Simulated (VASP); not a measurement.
Data:

```
CELL_PARAMETERS angstrom
      0.00000     3.36179     3.36179
      3.36179     0.00000     3.36179
      3.36179     3.36179     0.00000
ATOMIC_POSITIONS crystal
  Sr 0.00000 0.00000 0.00000
  Te 0.50000 0.50000 0.50000
```

Method: PBE GGA, VASP's PBE PAW potentials (set 64) (plane waves; VASP 6.6.1). Numerical set-up: 480 eV cut-off, 6×6×6 Γ-centred mesh, Gaussian smearing of 0.050 eV, potentials Sr_sv Te.

Energy and stress use the plane-wave basis of the starting cell.

Question: The ions, cell shape and volume at an external pressure of 10.0 GPa are relaxed. Predict the relaxed structure.

Answer: 
```
CELL_PARAMETERS angstrom
      0.00000     3.14415     3.14415
      3.14415     0.00000     3.14415
      3.14415     3.14415     0.00000
ATOMIC_POSITIONS crystal
  Sr 0.00000 0.00000 0.00000
  Te 0.50000 0.50000 0.50000
```
Space group Fm-3m (225), at a tolerance of 0.03 Å.

Question: How do energy and volume change from the first to the last step?

Answer: The energy (σ→0) changes by +180.8 meV/atom and the volume by -18.2 %, in 4 ionic steps.

The compound is SrTe in the rock salt structure. This run relaxes it under an external pressure of 10 GPa. Symmetry was kept, so distortions that lower it aren't found.
